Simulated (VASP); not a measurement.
Level of theory: PBEsol GGA, VASP's PBE PAW potentials (set 64) (plane waves; VASP).

Input for VASP

INCAR:
```
SYSTEM = ErPd3
PREC = Accurate
ENCUT = 300
EDIFF = 1E-6
NELM = 100
ALGO = Normal
LREAL = .FALSE.
LASPH = .TRUE.
ISMEAR = 0
SIGMA = 0.1
GGA = PS
LMAXMIX = 6
LWAVE = .FALSE.
LCHARG = .FALSE.
ISIF = 2
ISPIN = 2
MAGMOM = 3.0 0.0 0.0 0.0
LORBIT = 11
```

File KPOINTS:
```
Automatic mesh
0
Gamma
8 8 8
0 0 0
```

**POSCAR**
```
ErPd3
1
    4.0450000000     0.0000000000     0.0000000000
    0.0000000000     4.0450000000     0.0000000000
    0.0000000000     0.0000000000     4.0450000000
Er Pd
1 3
Direct
  0.0000000000   0.0000000000   0.0000000000
  0.0000000000   0.5000000000   0.5000000000
  0.5000000000   0.0000000000   0.5000000000
  0.5000000000   0.5000000000   0.0000000000
```

POTCAR, in this order: Er Pd (PBE.64 set). Program: vasp_std.

The resulting files:

### OUTCAR
```
 ion  position               nearest neighbor table
   1  0.000  0.000  0.000-   2 2.86   3 2.86   4 2.86   2 2.86   3 2.86   2 2.86   4 2.86   2 2.86
                             3 2.86   4 2.86   3 2.86   4 2.86
   2  0.000  0.500  0.500-   1 2.86   3 2.86   4 2.86   1 2.86   4 2.86   1 2.86   3 2.86   1 2.86
                             3 2.86   4 2.86   4 2.86   3 2.86
   3  0.500  0.000  0.500-   1 2.86   2 2.86   4 2.86   1 2.86   4 2.86   2 2.86   4 2.86   4 2.86
                             1 2.86   2 2.86   1 2.86   2 2.86
   4  0.500  0.500  0.000-   1 2.86   2 2.86   3 2.86   2 2.86   3 2.86   1 2.86   3 2.86   3 2.86
                             1 2.86   2 2.86   2 2.86   1 2.86
  LATTYP: Found a simple cubic cell.
 ALAT       =     4.0450000000
 Subroutine PRICEL returns:
 Original cell was already a primitive cell.
 Subroutine GETGRP returns: Found 48 space group operations
The static configuration has the point symmetry O_h .
The dynamic configuration has the point symmetry O_h .
The overall configuration has the point symmetry O_h .
 Subroutine INISYM returns: Found 48 space group operations
 Subroutine IBZKPT returns following result:
 Found     35 irreducible k-points:

 Following reciprocal coordinates:
            Coordinates               Weight
  0.000000  0.000000  0.000000      1.000000
  0.125000  0.000000  0.000000      6.000000
...
```

**OSZICAR**
```
       N       E                     dE             d eps       ncg     rms          rms(c)
DAV:   1     0.278592010582E+03    0.27859E+03   -0.16534E+04  7349   0.303E+03
DAV:   2     0.157138433276E+02   -0.26288E+03   -0.24697E+03  5371   0.431E+02
DAV:   3    -0.233979095812E+02   -0.39112E+02   -0.36039E+02  6570   0.132E+02
DAV:   4    -0.272710833122E+02   -0.38732E+01   -0.38026E+01  7654   0.354E+01
DAV:   5    -0.277069589361E+02   -0.43588E+00   -0.42229E+00  7952   0.128E+01    0.530E+01
DAV:   6    -0.471010344305E+02   -0.19394E+02   -0.10930E+02  5801   0.260E+02    0.153E+02
DAV:   7    -0.360332889112E+02    0.11068E+02   -0.62847E+00  6412   0.320E+01    0.117E+02
DAV:   8    -0.566943964499E+02   -0.20661E+02   -0.61304E+01  6646   0.282E+02    0.104E+02
DAV:   9    -0.430568805752E+02    0.13638E+02   -0.84267E+00  7991   0.198E+01    0.889E+01
DAV:  10    -0.296406821244E+02    0.13416E+02   -0.15760E+01  6827   0.323E+01    0.550E+01
DAV:  11    -0.290144953336E+02    0.62619E+00   -0.10942E+00  8308   0.641E+00    0.566E+01
DAV:  12    -0.293078777205E+02   -0.29338E+00   -0.32652E-01  7920   0.487E+00    0.608E+01
DAV:  13    -0.292629140480E+02    0.44964E-01   -0.16545E+00  7192   0.142E+01    0.507E+01
DAV:  14    -0.278289510451E+02    0.14340E+01   -0.13022E+00  6801   0.154E+01    0.402E+01
DAV:  15    -0.269643436703E+02    0.86461E+00   -0.48688E+00  7253   0.146E+01    0.304E+01
DAV:  16    -0.256305910984E+02    0.13338E+01   -0.85500E-01  6775   0.235E+01    0.185E+01
DAV:  17    -0.259926537414E+02   -0.36206E+00   -0.60653E-01  8192   0.232E+01    0.150E+01
DAV:  18    -0.258856328323E+02    0.10702E+00   -0.39470E-01  8136   0.812E+00    0.929E+00
DAV:  19    -0.261362443303E+02   -0.25061E+00   -0.43722E-01  6588   0.172E+01    0.773E+00
DAV:  20    -0.260377436912E+02    0.98501E-01   -0.79015E-02  7538   0.131E+01    0.131E+01
DAV:  21    -0.263844364952E+02   -0.34669E+00   -0.18286E-01  6769   0.254E+01    0.899E+00
DAV:  22    -0.267943730437E+02   -0.40994E+00   -0.34626E-01  6035   0.151E+01    0.141E+01
DAV:  23    -0.266470652262E+02    0.14731E+00   -0.39865E-02  7400   0.487E+00    0.118E+01
DAV:  24    -0.264574775816E+02    0.18959E+00   -0.56108E-02  6651   0.551E+00    0.123E+01
DAV:  25    -0.260776403731E+02    0.37984E+00   -0.96594E-02  6258   0.121E+01    0.119E+01
DAV:  26    -0.260228313329E+02    0.54809E-01   -0.64161E-01  7371   0.135E+01    0.179E+01
DAV:  27    -0.257587322842E+02    0.26410E+00   -0.16114E-01  7448   0.669E+00    0.134E+01
DAV:  28    -0.255148255737E+02    0.24391E+00   -0.91699E-02  7585   0.686E+00    0.120E+01
DAV:  29    -0.255906946971E+02   -0.75869E-01   -0.34790E-01  7594   0.642E+00    0.142E+01
DAV:  30    -0.255650175123E+02    0.25677E-01   -0.43947E-02  7728   0.254E+00    0.136E+01
DAV:  31    -0.255804953521E+02   -0.15478E-01   -0.42741E-03  7890   0.835E-01    0.139E+01
DAV:  32    -0.255233796692E+02    0.57116E-01   -0.88567E-03  7720   0.311E+00    0.156E+01
DAV:  33    -0.255596359739E+02   -0.36256E-01   -0.17062E-03  7828   0.975E-01    0.152E+01
DAV:  34    -0.256513869379E+02   -0.91751E-01   -0.71037E-03  6152   0.163E+00    0.149E+01
DAV:  35    -0.255956840681E+02    0.55703E-01   -0.58863E-02  7694   0.568E+00    0.111E+01
DAV:  36    -0.256718929565E+02   -0.76209E-01   -0.27137E-02  7750   0.256E+00    0.103E+01
DAV:  37    -0.256921634398E+02   -0.20270E-01   -0.81712E-03  8314   0.997E-01    0.109E+01
DAV:  38    -0.257152785481E+02   -0.23115E-01   -0.58461E-03  7770   0.179E+00    0.102E+01
DAV:  39    -0.259609071949E+02   -0.24563E+00   -0.11735E-01  6084   0.562E+00    0.954E+00
DAV:  40    -0.259657655673E+02   -0.48584E-02   -0.44360E-03  7287   0.714E-01    0.950E+00
DAV:  41    -0.258889553014E+02    0.76810E-01   -0.31306E-03  6702   0.219E+00    0.993E+00
DAV:  42    -0.258945277893E+02   -0.55725E-02   -0.46655E-04  7207   0.177E-01    0.993E+00
DAV:  43    -0.259018506694E+02   -0.73229E-02   -0.46070E-04  6013   0.698E-01    0.100E+01
DAV:  44    -0.259020221562E+02   -0.17149E-03   -0.60572E-05  8054   0.954E-02    0.101E+01
DAV:  45    -0.259016893451E+02    0.33281E-03   -0.68537E-06  5793   0.395E-02    0.101E+01
DAV:  46    -0.259016102675E+02    0.79078E-04   -0.60613E-06  5511   0.680E-02    0.101E+01
DAV:  47    -0.260077174509E+02   -0.10611E+00   -0.63901E-02  7060   0.945E+00    0.808E+00
DAV:  48    -0.260221471634E+02   -0.14430E-01   -0.23574E-02  7907   0.577E+00    0.591E+00
DAV:  49    -0.260090462271E+02    0.13101E-01   -0.11087E-02  7956   0.209E+00    0.505E+00
DAV:  50    -0.260227774813E+02   -0.13731E-01   -0.36654E-03  7377   0.132E+00    0.493E+00
DAV:  51    -0.260576733539E+02   -0.34896E-01   -0.84705E-03  6811   0.650E+00    0.405E+00
DAV:  52    -0.260610640678E+02   -0.33907E-02   -0.48117E-03  8006   0.115E+00    0.329E+00
DAV:  53    -0.260573677215E+02    0.36963E-02   -0.84905E-04  7791   0.117E+00    0.292E+00
DAV:  54    -0.260603305218E+02   -0.29628E-02   -0.40352E-04  8289   0.542E-01    0.277E+00
DAV:  55    -0.260704984425E+02   -0.10168E-01   -0.55393E-04  7047   0.149E+00    0.210E+00
DAV:  56    -0.260827005584E+02   -0.12202E-01   -0.10909E-02  6021   0.516E+00    0.145E+00
DAV:  57    -0.260860269151E+02   -0.33264E-02   -0.14440E-03  7341   0.560E-01    0.129E+00
DAV:  58    -0.260872514502E+02   -0.12245E-02   -0.20123E-04  8616   0.225E-01    0.121E+00
DAV:  59    -0.260887874819E+02   -0.15360E-02   -0.10021E-04  7187   0.498E-01    0.954E-01
DAV:  60    -0.260897301732E+02   -0.94269E-03   -0.22553E-04  7361   0.597E-01    0.816E-01
DAV:  61    -0.260893828303E+02    0.34734E-03   -0.17752E-04  7892   0.399E-01    0.714E-01
DAV:  62    -0.260890715786E+02    0.31125E-03   -0.80455E-05  7816   0.399E-01    0.536E-01
DAV:  63    -0.260889702912E+02    0.10129E-03   -0.50608E-05  7912   0.227E-01    0.336E-01
DAV:  64    -0.260890081932E+02   -0.37902E-04   -0.31096E-05  7812   0.199E-01    0.268E-01
DAV:  65    -0.260891003698E+02   -0.92177E-04   -0.31393E-05  7500   0.256E-01    0.317E-01
DAV:  66    -0.260891361566E+02   -0.35787E-04   -0.23735E-05  7557   0.192E-01    0.291E-01
DAV:  67    -0.260890672773E+02    0.68879E-04   -0.20721E-05  7338   0.250E-01    0.238E-01
DAV:  68    -0.260890398170E+02    0.27460E-04   -0.15804E-05  7885   0.121E-01    0.239E-01
DAV:  69    -0.260890476098E+02   -0.77928E-05   -0.77446E-06  5439   0.343E-02    0.221E-01
DAV:  70    -0.260890374012E+02    0.10209E-04   -0.23277E-06  3272   0.705E-02    0.165E-01
DAV:  71    -0.260890422581E+02   -0.48569E-05   -0.30217E-06  4934   0.915E-02    0.155E-01
DAV:  72    -0.260890490589E+02   -0.68009E-05   -0.27986E-06  3592   0.337E-02    0.127E-01
DAV:  73    -0.260890506189E+02   -0.15599E-05   -0.21545E-06  4006   0.428E-02    0.771E-02
DAV:  74    -0.260890516012E+02   -0.98238E-06   -0.23943E-06  3985   0.367E-02
   1 F= -.26089052E+02 E0= -.26053432E+02  d E =-.712382E-01  mag=    -2.8576
```

File OUTCAR:
```
------------------------ aborting loop because EDIFF is reached ----------------------------------------
  FORCE on cell =-STRESS in cart. coord.  units (eV):
  Direction    XX          YY          ZZ          XY          YZ          ZX
  --------------------------------------------------------------------------------------
  Total       -0.0299360     -0.0299360     -0.0299360      0.0000000      0.0000000     -0.0000000
  in kB       -0.7246849     -0.7246849     -0.7246849      0.0000000      0.0000000     -0.0000000
  external PRESSURE =      -0.7246849 kB  Pullay stress =       0.0000000 kB
  volume of cell :       66.18
      direct lattice vectors                 reciprocal lattice vectors
     4.045000000  0.000000000  0.000000000     0.247218789  0.000000000  0.000000000
     0.000000000  4.045000000  0.000000000     0.000000000  0.247218789  0.000000000
     0.000000000  0.000000000  4.045000000     0.000000000  0.000000000  0.247218789
 POSITION                                       TOTAL-FORCE (eV/Angst)
 -----------------------------------------------------------------------------------
      0.00000      0.00000      0.00000         0.000000      0.000000      0.000000
      0.00000      2.02250      2.02250         0.000000      0.000000      0.000000
      2.02250      0.00000      2.02250         0.000000      0.000000      0.000000
      2.02250      2.02250      0.00000         0.000000      0.000000      0.000000
 -----------------------------------------------------------------------------------
    total drift:                                0.000000     -0.000000     -0.000000
  FREE ENERGIE OF THE ION-ELECTRON SYSTEM (eV)
  ---------------------------------------------------
  free  energy   TOTEN  =       -26.0890516012 eV

  energy  without entropy=      -26.0178133829  energy(sigma->0) =      -26.05343249

 total charge

# of ion       s       p       d       f       tot
--------------------------------------------------
    1        2.120   5.783   0.524  11.206  19.633
    2        0.510   0.407   8.556   0.000   9.473
    3        0.510   0.407   8.556   0.000   9.473
    4        0.510   0.407   8.556   0.000   9.473
--------------------------------------------------
tot          3.650   7.004  26.192  11.206  48.053

 magnetization (x)

# of ion       s       p       d       f       tot
--------------------------------------------------
    1       -0.005   0.017  -0.024  -2.678  -2.690
    2       -0.002  -0.001  -0.042   0.000  -0.045
    3       -0.002  -0.001  -0.042   0.000  -0.045
    4       -0.002  -0.001  -0.042   0.000  -0.045
--------------------------------------------------
tot         -0.012   0.015  -0.149  -2.678  -2.824
```
(Selected blocks of OUTCAR.)

At this cut-off the stress carries a Pulay error, which pulls relaxed volumes low.

The structure comes from a measured ErPd3 entry of the Crystallography Open Database, whose conditions weren't checked. The cell was not relaxed at this level.
